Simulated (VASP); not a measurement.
All values below come from r2SCAN meta-GGA, VASP's PBE PAW potentials (set 64) (plane waves; VASP).

The input files of a VASP run:

File POSCAR:
```
ZnInGaO4
1
    1.6120790000     0.9307350000     8.5031650000
   -1.6120790000     0.9307350000     8.5031650000
    0.0000000000    -1.8614680000     8.5031650000
In Ga Zn O
1 1 1 4
Direct
  0.0000000000   0.0000000000   0.0000000000
  0.7829000000   0.7829000000   0.7829000000
  0.2171000000   0.2171000000   0.2171000000
  0.8718000000   0.8718000000   0.8718000000
  0.1282000000   0.1282000000   0.1282000000
  0.7072000000   0.7072000000   0.7072000000
  0.2928000000   0.2928000000   0.2928000000
```

INCAR:
```
! general
SYSTEM  = ZnInGaO4
PREC    = Accurate
ENCUT   = 400
LREAL   = .False.
LASPH   = .True.

! electronic loop
EDIFF   = 1E-6
NELM    = 100
ALGO    = Normal
LMAXMIX = 4
LMIXTAU = .True.

! smearing
ISMEAR  = -1
SIGMA   = 0.1

! functional
METAGGA = R2SCAN

! ions
ISIF    = 2

! output
LWAVE   = .False.
LCHARG  = .False.
```

### KPOINTS
```
Automatic mesh
0
Gamma
6 6 6
0 0 0
```

POTCAR, in this order: In_d Ga_d Zn O (PBE.64 set). Program: vasp_std.

What VASP printed:

OUTCAR:
```
 ion  position               nearest neighbor table
   1  0.000  0.000  0.000-   6 2.13   6 2.13   7 2.13   7 2.13   6 2.13   7 2.13   3 3.50   3 3.50
                             3 3.50
   2  0.783  0.783  0.783-   5 1.89   5 1.89   5 1.89   6 1.93   4 2.27
   3  0.217  0.217  0.217-   4 1.89   4 1.89   4 1.89   7 1.93   5 2.27   1 3.50   1 3.50   1 3.50
  LATTYP: Found a trigonal (rhomboedric) cell.
 ALAT       =     8.7045322310
 COS(alpha) =     0.9314019401
 Subroutine PRICEL returns:
 Original cell was already a primitive cell.
 Subroutine GETGRP returns: Found  6 space group operations
The static configuration has the point symmetry C_3v.
The dynamic configuration has the point symmetry C_3v.
 Subroutine INISYM returns: Found  6 space group operations
 Subroutine IBZKPT returns following result:
 Found     32 irreducible k-points:

 Following reciprocal coordinates:
            Coordinates               Weight
  0.000000  0.000000  0.000000      1.000000
  0.166667  0.000000  0.000000      6.000000
  0.333333 -0.000000  0.000000      6.000000
  0.500000  0.000000  0.000000      3.000000
  0.166667  0.166667  0.000000      6.000000
  0.333333  0.166667  0.000000     12.000000
  0.500000  0.166667 -0.000000     12.000000
 -0.333333  0.166667 -0.000000     12.000000
 -0.166667  0.166667  0.000000      6.000000
  0.333333  0.333333  0.000000      6.000000
  0.500000  0.333333  0.000000     12.000000
 -0.333333  0.333333  0.000000      6.000000
  0.500000  0.500000  0.000000      3.000000
  0.166667  0.166667  0.166667      2.000000
  0.333333  0.166667  0.166667      6.000000
  0.500000  0.166667  0.166667      6.000000
 -0.333333  0.166667  0.166667      6.000000
 -0.166667  0.166667  0.166667      6.000000
  0.333333  0.333333  0.166667      6.000000
  0.500000  0.333333  0.166667     12.000000
 -0.333333  0.333333  0.166667     12.000000
...
```

### OSZICAR
```
       N       E                     dE             d eps       ncg     rms          rms(c)
DAV:   1     0.641256430535E+03    0.64126E+03   -0.26155E+04  2434   0.234E+03
DAV:   2     0.108547512967E+02   -0.63040E+03   -0.60620E+03  2604   0.580E+02
DAV:   3    -0.923645209210E+02   -0.10322E+03   -0.10095E+03  2580   0.219E+02
DAV:   4    -0.988717459325E+02   -0.65072E+01   -0.64562E+01  3254   0.574E+01
DAV:   5    -0.990283050880E+02   -0.15656E+00   -0.15637E+00  3077   0.860E+00    0.206E+01
DAV:   6    -0.857856743622E+02    0.13243E+02   -0.16574E+01  4146   0.724E+01    0.135E+01
DAV:   7    -0.789360621296E+02    0.68496E+01   -0.41367E+00  2917   0.161E+01    0.610E+00
DAV:   8    -0.813934449768E+02   -0.24574E+01   -0.15422E+00  2970   0.206E+01    0.330E+00
DAV:   9    -0.788484237467E+02    0.25450E+01   -0.85666E-01  2807   0.966E+00    0.103E+00
DAV:  10    -0.790358223128E+02   -0.18740E+00   -0.20980E-01  2776   0.428E+00    0.548E-01
DAV:  11    -0.791401289673E+02   -0.10431E+00   -0.52054E-02  2832   0.168E+00    0.560E-01
DAV:  12    -0.791694542353E+02   -0.29325E-01   -0.15189E-02  2561   0.133E+00    0.461E-01
DAV:  13    -0.791574204789E+02    0.12034E-01   -0.14204E-02  2616   0.140E+00    0.254E-01
DAV:  14    -0.791588581081E+02   -0.14376E-02   -0.69161E-03  2957   0.114E+00    0.746E-02
DAV:  15    -0.791787389293E+02   -0.19881E-01   -0.44591E-03  2466   0.532E-01    0.741E-02
DAV:  16    -0.791820225477E+02   -0.32836E-02   -0.50940E-04  2687   0.214E-01    0.574E-02
DAV:  17    -0.791824299812E+02   -0.40743E-03   -0.20676E-04  3239   0.185E-01    0.263E-02
DAV:  18    -0.791826780038E+02   -0.24802E-03   -0.14217E-04  2940   0.159E-01    0.232E-02
DAV:  19    -0.791826842385E+02   -0.62347E-05   -0.54580E-05  2612   0.628E-02    0.139E-02
DAV:  20    -0.791826921947E+02   -0.79562E-05   -0.32912E-06  2171   0.236E-02    0.788E-03
DAV:  21    -0.791826952381E+02   -0.30434E-05   -0.11501E-06  1743   0.121E-02    0.509E-03
DAV:  22    -0.791826982489E+02   -0.30108E-05   -0.14417E-06  1775   0.211E-02    0.145E-03
DAV:  23    -0.791826982731E+02   -0.24211E-07   -0.57306E-07  1509   0.690E-03
   1 F= -.79182698E+02 E0= -.79180566E+02  d E =-.426525E-02
```

OUTCAR:
```
------------------------ aborting loop because EDIFF is reached ----------------------------------------
  FORCE on cell =-STRESS in cart. coord.  units (eV):
  Direction    XX          YY          ZZ          XY          YZ          ZX
  --------------------------------------------------------------------------------------
  Total        6.9436546      6.9436559      2.3819286      0.0000000      0.0000002      0.0000000
  in kB      145.3298342    145.3298619     49.8534718      0.0000000      0.0000039      0.0000000
  external PRESSURE =     113.5043893 kB  Pullay stress =       0.0000000 kB
  volume of cell :       76.55
      direct lattice vectors                 reciprocal lattice vectors
     1.612079000  0.930735000  8.503165000     0.310158497  0.179070075  0.039201076
    -1.612079000  0.930735000  8.503165000    -0.310158497  0.179070075  0.039201076
     0.000000000 -1.861468000  8.503165000     0.000000000 -0.358140150  0.039201118
 POSITION                                       TOTAL-FORCE (eV/Angst)
 -----------------------------------------------------------------------------------
      0.00000      0.00000      0.00000         0.000000     -0.000000     -1.884694
      0.00000      0.00000     19.97138         0.000000      0.000000      1.332652
      0.00000      0.00000      5.53811         0.000000      0.000000      0.440720
      0.00000      0.00000     22.23918         0.000000     -0.000000     -2.031566
      0.00000      0.00000      3.27032         0.000000     -0.000000     -1.537908
      0.00000      0.00000     18.04031         0.000000      0.000000      2.522766
      0.00000      0.00000      7.46918         0.000000      0.000000      1.158031
 -----------------------------------------------------------------------------------
    total drift:                               -0.000000     -0.000003     -0.076792
  FREE ENERGIE OF THE ION-ELECTRON SYSTEM (eV)
  ---------------------------------------------------
  free  energy   TOTEN  =       -79.1826982731 eV

  energy  without entropy=      -79.1784330277  energy(sigma->0) =      -79.18056565
```
(Selected blocks of OUTCAR.)

At this cut-off the stress carries a Pulay error, which pulls relaxed volumes low.

The structure was generated: ZnInGaO4 was put into an ordered model structure, which need not be its known phase. The cell was not relaxed at this level. The k-mesh is coarse (spacing up to 0.38 per Å, 2π included), so the numbers may not be converged in it. The run is one of a series of settings (GGA removed, LMIXTAU = .TRUE., METAGGA = R2SCAN against the base run), some of them coarse on purpose.
